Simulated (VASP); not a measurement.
Computed with PBEsol GGA, VASP's PBE PAW potentials (set 64) (plane waves; VASP).

A VASP calculation is set up with these files.

File KPOINTS:
```
K-points
0
Gamma
 7 7 7
```

### POSCAR
```
TePb
1
    0.0000000000     3.2205977311     3.2205977311
    3.2205977311     0.0000000000     3.2205977311
    3.2205977311     3.2205977311    -0.0000000000
Pb Te
1 1
Direct
  0.0000000000   0.0000000000   0.0000000000
  0.5000000000   0.5000000000   0.5000000000
```

### INCAR
```
SYSTEM = TePb
PREC = Accurate
ENCUT = 530
EDIFF = 1E-7
NELM = 100
ALGO = Normal
LREAL = .FALSE.
LASPH = .TRUE.
ISMEAR = 0
SIGMA = 0.05
GGA = PS
LMAXMIX = 4
LWAVE = .FALSE.
LCHARG = .FALSE.
IBRION = 6
ISIF = 3
NFREE = 2
POTIM = 0.015
NSW = 1
```

POTCAR, in this order: Pb_d Te (PBE.64 set). Program: vasp_std.

The run wrote:

**OUTCAR**
```


 TOTAL ELASTIC MODULI (kBar)
 Direction    XX          YY          ZZ          XY          YZ          ZX
 --------------------------------------------------------------------------------
 XX        1279.4972     39.5811     39.5811     -0.0000      0.0000      0.0000
 YY          39.5811   1279.4972     39.5811      0.0000     -0.0000      0.0000
 ZZ          39.5811     39.5811   1279.4972      0.0000     -0.0000      0.0000
 XY          -0.0000      0.0000      0.0000    150.1728      0.0000      0.0000
 YZ           0.0000     -0.0000     -0.0000      0.0000    150.1728      0.0000
 ZX           0.0000      0.0000      0.0000      0.0000      0.0000    150.1728
 --------------------------------------------------------------------------------
```
(Selected blocks of OUTCAR.)

The structure comes from a measured TePb entry (Fm-3m) of the Crystallography Open Database, whose conditions weren't checked. It was relaxed first.
